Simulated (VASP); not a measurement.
Energy against volume of Os (hcp). Method: rev-vdW-DF2, VASP's PBE PAW potentials (set 64) (plane waves; VASP). Numerical set-up: 520 eV cut-off, 15×15×9 Γ-centred mesh, first-order Methfessel-Paxton smearing of 0.10 eV, potentials Os.

Shape and ions are relaxed at each volume.

| V (Å³/atom) | E (eV/atom) |
|---|---|
| 13.748 | -9.22249 |
| 14.173 | -9.24015 |
| 14.598 | -9.22452 |
| 15.023 | -9.18106 |

Task: Fit these four points and predict the energy of the run at 13.322 Å³/atom.

Result: A cubic in V^(−2/3), the third-order Birch-Murnaghan form, passes through the four points with V0 = 14.17 Å³/atom and B0 = 417 GPa, and gives -9.1649 eV/atom there. The run gave -9.1651 eV/atom, -0.2 meV/atom from the fit; all five points give B0 = 417 GPa.

The compound is Os in the hcp structure. It was relaxed first.
